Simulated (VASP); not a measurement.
Level of theory: optB86b-vdW, VASP's PBE PAW potentials (set 64) (plane waves; VASP).

A VASP calculation is set up with these files.

File POSCAR:
```
PdIn
1
    3.2776728910    -0.0000000000    -0.0000000000
    0.0000000000     3.2776728910     0.0000000000
   -0.0000000000     0.0000000000     3.2776728910
In Pd
1 1
Direct
  0.5000000000   0.5000000000   0.5000000000
  0.0000000000   0.0000000000   0.0000000000
```

INCAR:
```
SYSTEM = PdIn
PREC = Accurate; ENCUT = 520; LREAL = .FALSE.
LASPH = .TRUE.
EDIFF = 1E-6; NELM = 100; ALGO = Normal
LMAXMIX = 4
ISMEAR = 1; SIGMA = 0.1
GGA = MK; LUSE_VDW = .TRUE.; AGGAC = 0.0
PARAM1 = 0.1234; PARAM2 = 1.0
IBRION = 2; NSW = 60; ISIF = 3
EDIFFG = -0.01
LWAVE = .FALSE.; LCHARG = .FALSE.
```

**KPOINTS**
```
Automatic mesh
0
Gamma
10 10 10
0 0 0
```

POTCAR, in this order: In_d Pd (PBE.64 set). Program: vasp_std.

Output

**OUTCAR**
```
 ion  position               nearest neighbor table
   1  0.500  0.500  0.500-   2 2.84   2 2.84   2 2.84   2 2.84   2 2.84   2 2.84   2 2.84   2 2.84
  LATTYP: Found a simple cubic cell.
 ALAT       =     3.2776728910
 Subroutine PRICEL returns:
 Original cell was already a primitive cell.
 Subroutine GETGRP returns: Found 48 space group operations
The static configuration has the point symmetry O_h .
The dynamic configuration has the point symmetry O_h .
 Subroutine INISYM returns: Found 48 space group operations
 Subroutine IBZKPT returns following result:
 Found     56 irreducible k-points:

 Following reciprocal coordinates:
            Coordinates               Weight
  0.000000  0.000000  0.000000      1.000000
  0.100000  0.000000  0.000000      6.000000
  0.200000  0.000000  0.000000      6.000000
  0.300000  0.000000  0.000000      6.000000
  0.400000  0.000000  0.000000      6.000000
  0.500000  0.000000  0.000000      3.000000
  0.100000  0.100000  0.000000     12.000000
  0.200000  0.100000  0.000000     24.000000
  0.300000  0.100000  0.000000     24.000000
  0.400000  0.100000  0.000000     24.000000
  0.500000  0.100000  0.000000     12.000000
  0.200000  0.200000  0.000000     12.000000
  0.300000  0.200000  0.000000     24.000000
  0.400000  0.200000  0.000000     24.000000
  0.500000  0.200000  0.000000     12.000000
  0.300000  0.300000  0.000000     12.000000
  0.400000  0.300000  0.000000     24.000000
  0.500000  0.300000  0.000000     12.000000
  0.400000  0.400000  0.000000     12.000000
  0.500000  0.400000  0.000000     12.000000
  0.500000  0.500000  0.000000      3.000000
  0.100000  0.100000  0.100000      8.000000
  0.200000  0.100000  0.100000     24.000000
  0.300000  0.100000  0.100000     24.000000
  0.400000  0.100000  0.100000     24.000000
...
```

OSZICAR:
```
       N       E                     dE             d eps       ncg     rms          rms(c)
DAV:   1     0.169380489249E+03    0.16938E+03   -0.11391E+04  1724   0.200E+03
DAV:   2     0.500486791610E+01   -0.16438E+03   -0.15987E+03  1743   0.415E+02
DAV:   3    -0.298008620255E+01   -0.79850E+01   -0.79475E+01  2107   0.962E+01
DAV:   4    -0.312295924921E+01   -0.14287E+00   -0.14285E+00  2092   0.122E+01
DAV:   5    -0.312884229653E+01   -0.58830E-02   -0.58830E-02  2437   0.221E+00    0.621E+00
DAV:   6    -0.294718088278E+01    0.18166E+00   -0.49476E-01  1967   0.103E+01    0.285E+00
DAV:   7    -0.291233632223E+01    0.34845E-01   -0.78828E-02  2251   0.528E+00    0.139E+00
DAV:   8    -0.290432823922E+01    0.80081E-02   -0.23872E-02  1890   0.155E+00    0.392E-01
DAV:   9    -0.290344930810E+01    0.87893E-03   -0.19440E-03  2149   0.790E-01    0.619E-02
DAV:  10    -0.290345023703E+01   -0.92893E-06   -0.46515E-05  2319   0.104E-01    0.265E-02
DAV:  11    -0.290345165218E+01   -0.14151E-05   -0.50720E-06  1918   0.240E-02    0.402E-03
DAV:  12    -0.290345197500E+01   -0.32282E-06   -0.26202E-07  1092   0.580E-03
   1 F= -.29034520E+01 E0= -.29031538E+01  d E =-.290345E+01
```

File OUTCAR:
```
------------------------ aborting loop because EDIFF is reached ----------------------------------------
  FORCE on cell =-STRESS in cart. coord.  units (eV):
  Direction    XX          YY          ZZ          XY          YZ          ZX
  --------------------------------------------------------------------------------------
  Total       -0.0068468     -0.0068468     -0.0068468      0.0000000     -0.0000000      0.0000000
  in kB       -0.3115330     -0.3115330     -0.3115330      0.0000000     -0.0000000      0.0000000
  external PRESSURE =      -0.3115330 kB  Pullay stress =       0.0000000 kB
  volume of cell :       35.21
      direct lattice vectors                 reciprocal lattice vectors
     3.277672891  0.000000000  0.000000000     0.305094509  0.000000000  0.000000000
     0.000000000  3.277672891  0.000000000     0.000000000  0.305094509  0.000000000
     0.000000000  0.000000000  3.277672891     0.000000000  0.000000000  0.305094509
 POSITION                                       TOTAL-FORCE (eV/Angst)
 -----------------------------------------------------------------------------------
      1.63884      1.63884      1.63884         0.000000      0.000000      0.000000
      0.00000      0.00000      0.00000         0.000000      0.000000      0.000000
 -----------------------------------------------------------------------------------
    total drift:                                0.000000      0.000000     -0.000000
  FREE ENERGIE OF THE ION-ELECTRON SYSTEM (eV)
  ---------------------------------------------------
  free  energy   TOTEN  =        -2.9034519750 eV

  energy  without entropy=       -2.9025574178  energy(sigma->0) =       -2.90315379

 reached required accuracy - stopping structural energy minimisation
```
(Selected blocks of OUTCAR.)

The compound is PdIn in the CsCl type structure. It was relaxed first. The start is the result of an earlier pass. The electron count is odd and the run is not spin-polarised, which forces a metal.
